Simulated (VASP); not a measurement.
Input for VASP

File POSCAR:
```
Tl
1
    3.4770620000     0.0000000000     0.0000000000
   -1.7385310000     3.0112240000     0.0000000000
    0.0000000000     0.0000000000    11.1642100000
Tl
4
Direct
  0.0000000000   0.0000000000   0.0000000000
  0.0000000000   0.0000000000   0.5000000000
  0.3333330000   0.6666670000   0.2500000000
  0.6666670000   0.3333330000   0.7500000000
```

### INCAR
```
! general
SYSTEM  = Tl
PREC    = Accurate
ENCUT   = 300
LREAL   = .False.
LASPH   = .True.

! electronic loop
EDIFF   = 1E-6
NELM    = 100
ALGO    = Normal
LMAXMIX = 4

! smearing
ISMEAR  = -1
SIGMA   = 0.1

! ions
ISIF    = 2

! output
LWAVE   = .False.
LCHARG  = .False.
```

KPOINTS:
```
Automatic mesh
0
Gamma
11 11 3
0 0 0
```

POTCAR, in this order: Tl_d (LDA.64 set). Program: vasp_std.

### Question
Write an equivalent input for Quantum ESPRESSO's pw.x.

### Answer
One equivalent input (not run):
```
&CONTROL
  calculation = 'scf'
  pseudo_dir = './pseudo'
  outdir = './out'
  tprnfor = .true.
  tstress = .true.
/
&SYSTEM
  ibrav = 0
  nat = 4
  ntyp = 1
  ecutwfc = 62
  occupations = 'smearing'
  smearing = 'fermi-dirac'
  degauss = 0.00735
  input_dft = 'pz'
/
&ELECTRONS
  conv_thr = 7.3e-08
  electron_maxstep = 100
/
ATOMIC_SPECIES
  Tl 204.380 Tl.upf
CELL_PARAMETERS angstrom
     3.4770620    0.0000000    0.0000000
    -1.7385310    3.0112240    0.0000000
     0.0000000    0.0000000   11.1642100
ATOMIC_POSITIONS crystal
  Tl   0.0000000  0.0000000  0.0000000
  Tl   0.0000000  0.0000000  0.5000000
  Tl   0.3333330  0.6666670  0.2500000
  Tl   0.6666670  0.3333330  0.7500000
K_POINTS automatic
  11 11 3 0 0 0
```
The two are equivalent in intent, not identical: the potentials are each code's own (VASP's PAW set, PseudoDojo norm-conserving files in pw.x), so ENCUT and ecutwfc are chosen apart and not converted; conv_thr bounds pw.x's estimated SCF error, while EDIFF bounds the energy change between steps.

The structure comes from a computed database's Tl entry; how it stands against other phases isn't given here. The cell was not relaxed at this level. The run is one of a series of settings (GGA removed, POTCAR Tl_d (LDA.64 set) against the base run), some of them coarse on purpose.
